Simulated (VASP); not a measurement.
Write the native input for VASP 6.6.1 that does the following.

```yaml
Task: single point
Functional: LDA
Potentials_or_basis: VASP PAW LDA potentials, release 64 (Sn_d, Se)
Cutoff: 520 eV
k_mesh: 10 × 10 × 10
Occupations: gaussian, width 0.02 eV
Spin: no spin polarisation
Dipole_correction: no
Further_INCAR_settings: ALGO = Normal; EDIFF = 1e-06; NBANDS = 17
```

The structure of SnSe lies in POSCAR:

```
SnSe
1.0
    0.0000000000      2.9484190393      2.9484190393
    2.9484190393      0.0000000000      2.9484190393
    2.9484190393      2.9484190393      0.0000000000
Sn Se
1 1
Direct
    0.0000000000      0.0000000000      0.0000000000
    0.5000000000      0.5000000000      0.5000000000
```

Measurements of this composition are mostly on another form, of space group No. 62.

The cell isn't the ideal one: relaxed again under DFT LDA, scalar-relativistic, plane waves, PAW.

The input as run:

INCAR

```
SYSTEM = SnSe
PREC = Accurate
ENCUT = 520
EDIFF = 1E-6
ISMEAR = 0
SIGMA = 0.02
LREAL = .False.
LASPH = .True.
NELM = 80
ALGO = Normal
ISIF = 2
LWAVE = .False.
LCHARG = .False.
GGA = CA
NBANDS = 17
```

KPOINTS

```
regular mesh
0
Gamma
  10 10 10
  0 0 0
```

Potentials or basis: VASP PAW LDA potentials, release 64 (Sn_d, Se).

Run with:

```console
$ cat potpaw_LDA.64/Sn_d/POTCAR potpaw_LDA.64/Se/POTCAR > POTCAR
$ mpirun -np 1 vasp_std > vasp.out
```

It gave:

* Pressure: 0.1 GPa
* Band gap on the k mesh: 0.43 eV, indirect (least direct gap 0.57 eV)

Caveat: spin-orbit coupling is left out, which moves the levels of the heavy elements.

It took 30 s on 1 thread of Intel(R) Xeon(R) Platinum 8375C CPU @ 2.90GHz (Ice Lake) (shared host), peak memory 0.17 GiB.
